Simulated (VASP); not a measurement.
Output of a VASP run:

OUTCAR:
```
 ion  position               nearest neighbor table
   1  0.500  0.500  0.500-   2 2.49   2 2.49   2 2.49   2 2.49   2 2.49   2 2.49   2 2.49   2 2.49
  LATTYP: Found a simple cubic cell.
 ALAT       =     2.8737150342
 Subroutine PRICEL returns:
 Original cell was already a primitive cell.
 Subroutine GETGRP returns: Found 48 space group operations
The static configuration has the point symmetry O_h .
The dynamic configuration has the point symmetry O_h .
 Subroutine INISYM returns: Found 48 space group operations
 Subroutine IBZKPT returns following result:
 Found    120 irreducible k-points:

 Following reciprocal coordinates:
            Coordinates               Weight
  0.000000  0.000000  0.000000      1.000000
  0.071429  0.000000  0.000000      6.000000
  0.142857  0.000000  0.000000      6.000000
  0.214286  0.000000  0.000000      6.000000
  0.285714  0.000000  0.000000      6.000000
  0.357143  0.000000  0.000000      6.000000
  0.428571  0.000000  0.000000      6.000000
  0.500000  0.000000  0.000000      3.000000
  0.071429  0.071429  0.000000     12.000000
  0.142857  0.071429  0.000000     24.000000
  0.214286  0.071429  0.000000     24.000000
  0.285714  0.071429  0.000000     24.000000
  0.357143  0.071429  0.000000     24.000000
  0.428571  0.071429  0.000000     24.000000
  0.500000  0.071429  0.000000     12.000000
  0.142857  0.142857  0.000000     12.000000
  0.214286  0.142857  0.000000     24.000000
  0.285714  0.142857  0.000000     24.000000
  0.357143  0.142857  0.000000     24.000000
  0.428571  0.142857  0.000000     24.000000
  0.500000  0.142857  0.000000     12.000000
  0.214286  0.214286  0.000000     12.000000
  0.285714  0.214286  0.000000     24.000000
  0.357143  0.214286  0.000000     24.000000
  0.428571  0.214286  0.000000     24.000000
  0.500000  0.214286  0.000000     12.000000
  0.285714  0.285714  0.000000     12.000000
  0.357143  0.285714  0.000000     24.000000
  0.428571  0.285714  0.000000     24.000000
  0.500000  0.285714  0.000000     12.000000
  0.357143  0.357143  0.000000     12.000000
  0.428571  0.357143  0.000000     24.000000
  0.500000  0.357143  0.000000     12.000000
  0.428571  0.428571  0.000000     12.000000
  0.500000  0.428571  0.000000     12.000000
  0.500000  0.500000  0.000000      3.000000
  0.071429  0.071429  0.071429      8.000000
  0.142857  0.071429  0.071429     24.000000
  0.214286  0.071429  0.071429     24.000000
  0.285714  0.071429  0.071429     24.000000
   k-points           NKPTS =    120   k-points in BZ     NKDIM =    120   number of bands    NBANDS=     15
   number of dos      NEDOS =    601   number of ions     NIONS =      2
   total plane-waves  NPLWV =  13824
   dimension x,y,z NGX =    24 NGY =   24 NGZ =   24
   dimension x,y,z NGXF=    48 NGYF=   48 NGZF=   48
   ions per type =               1   1
   PREC   = accura    normal or accurate (medium, high low for compatibility)
   ISTART =      0    job   : 0-new  1-cont  2-samecut
   ICHARG =      2    charge: 1-file 2-atom 10-const
   ISPIN  =      1    spin polarized calculation?
   LNONCOLLINEAR =      F non collinear calculations
   LSORBIT =      F    spin-orbit coupling
   INIWAV =      1    electr: 0-lowe 1-rand  2-diag
   ENCUT  =  520.0 eV  38.22 Ry    6.18 a.u.   5.34  5.34  5.34*2*pi/ulx,y,z
   NELM   =    100;   NELMIN=  2; NELMDL= -5     # of ELM steps
   EDIFF  = 0.1E-06   stopping-criterion for ELM
   LREAL  =      F    real-space projection
   NLSPLINE    = F    spline interpolate recip. space projectors
   LMAXMIX     =    4 max onsite mixed and CHGCAR
   VOSKOWN=      0    Vosko Wilk Nusair interpolation
   EDIFFG = 0.1E-05   stopping-criterion for IOM
   NSW    =      0    number of steps for IOM
   NBLOCK =      1;   KBLOCK =      1    inner block; outer block
   IBRION =     -1    ionic relax: 0-MD 1-quasi-New 2-CG
   NFREE  =      0    steps in history (QN), initial steepest desc. (CG)
...
```

**OSZICAR**
```
       N       E                     dE             d eps       ncg     rms          rms(c)
DAV:   1     0.103808177127E+03    0.10381E+03   -0.10951E+04  3872   0.263E+03
DAV:   2    -0.120058843356E+00   -0.10393E+03   -0.10188E+03  3726   0.356E+02
DAV:   3    -0.502237991395E+01   -0.49023E+01   -0.48860E+01  4125   0.820E+01
DAV:   4    -0.509967536277E+01   -0.77295E-01   -0.77299E-01  4982   0.964E+00
DAV:   5    -0.510153058766E+01   -0.18552E-02   -0.18538E-02  4386   0.129E+00    0.866E+00
DAV:   6    -0.591409286291E+01   -0.81256E+00   -0.17232E+01  4080   0.557E+01    0.992E+00
DAV:   7    -0.435058780520E+01    0.15635E+01   -0.72032E+00  3713   0.411E+01    0.178E+00
DAV:   8    -0.433297085242E+01    0.17617E-01   -0.19167E-01  4335   0.495E+00    0.584E-01
DAV:   9    -0.432839094971E+01    0.45799E-02   -0.15207E-02  4957   0.206E+00    0.109E-01
DAV:  10    -0.432822501199E+01    0.16594E-03   -0.51463E-04  4730   0.323E-01    0.565E-02
DAV:  11    -0.432821879829E+01    0.62137E-05   -0.62514E-05  4971   0.136E-01    0.119E-02
DAV:  12    -0.432822015430E+01   -0.13560E-05   -0.45748E-06  5033   0.355E-02    0.287E-03
DAV:  13    -0.432822030354E+01   -0.14924E-06   -0.29251E-07  4120   0.773E-03    0.143E-03
DAV:  14    -0.432821992134E+01    0.38220E-06   -0.82600E-08  2332   0.558E-03    0.446E-04
DAV:  15    -0.432821991144E+01    0.99008E-08   -0.10271E-08  2164   0.102E-03
   1 F= -.43282199E+01 E0= -.43282199E+01  d E =0.000000E+00
```

**OUTCAR**
```
------------------------ aborting loop because EDIFF is reached ----------------------------------------
  FORCE on cell =-STRESS in cart. coord.  units (eV):
  Direction    XX          YY          ZZ          XY          YZ          ZX
  --------------------------------------------------------------------------------------
  Total       -0.0025685     -0.0025685     -0.0025685      0.0000000     -0.0000000      0.0000000
  in kB       -0.1734044     -0.1734044     -0.1734044      0.0000000     -0.0000000      0.0000000
  external PRESSURE =      -0.1734044 kB  Pullay stress =       0.0000000 kB
  volume of cell :       23.73
      direct lattice vectors                 reciprocal lattice vectors
     2.873715034  0.000000000  0.000000000     0.347981615  0.000000000  0.000000000
     0.000000000  2.873715034  0.000000000     0.000000000  0.347981615  0.000000000
     0.000000000  0.000000000  2.873715034     0.000000000  0.000000000  0.347981615
 POSITION                                       TOTAL-FORCE (eV/Angst)
 -----------------------------------------------------------------------------------
      1.43686      1.43686      1.43686         0.000000      0.000000      0.000000
      0.00000      0.00000      0.00000         0.000000      0.000000      0.000000
 -----------------------------------------------------------------------------------
    total drift:                                0.000000      0.000000     -0.000000
  FREE ENERGIE OF THE ION-ELECTRON SYSTEM (eV)
  ---------------------------------------------------
  free  energy   TOTEN  =        -4.3282199114 eV

  energy  without entropy=       -4.3282199114  energy(sigma->0) =       -4.32821991

 total charge

# of ion       s       p       d       tot
------------------------------------------
    1        0.864   0.889  10.055  11.808
    2        0.385   0.450   7.547   8.382
--------------------------------------------------
tot          1.249   1.339  17.602  20.190
```
(Selected blocks of OUTCAR.)

**POSCAR**
```
CoGa
1
    2.8737150342     0.0000000000     0.0000000000
   -0.0000000000     2.8737150342     0.0000000000
   -0.0000000000    -0.0000000000     2.8737150342
Ga Co
1 1
Direct
  0.5000000000   0.5000000000   0.5000000000
  0.0000000000   0.0000000000   0.0000000000
```

Q: Reconstruct the remaining input files.

A: Several could match; the one computed here: the input of the run itself, optB88-vdW, plane waves, VASP's PBE PAW potentials (set 64).

File KPOINTS:
```
Automatic mesh
0
Gamma
14 14 14
0 0 0
```

**INCAR**
```
AGGAC  =  0.0
ALGO  =  Normal
EDIFF  =  1E-7
ENCUT  =  520
GGA  =  BO
ISIF  =  2
ISMEAR  =  -5
LASPH  =  .TRUE.
LCHARG  =  .TRUE.
LMAXMIX  =  4
LORBIT  =  11
LREAL  =  .FALSE.
LUSE_VDW  =  .TRUE.
LWAVE  =  .FALSE.
NEDOS  =  601
NELM  =  100
PARAM1  =  0.1833333333
PARAM2  =  0.22
PREC  =  Accurate
SYSTEM  =  CoGa
```

POTCAR, in this order: Ga_d Co (PBE.64 set). Program: vasp_std.

For a metal the tetrahedron method with Blöchl corrections gives inexact stress and forces.

The compound is CoGa in the CsCl type structure. It was relaxed first. The run is not spin-polarised, so no magnetic state was tried.
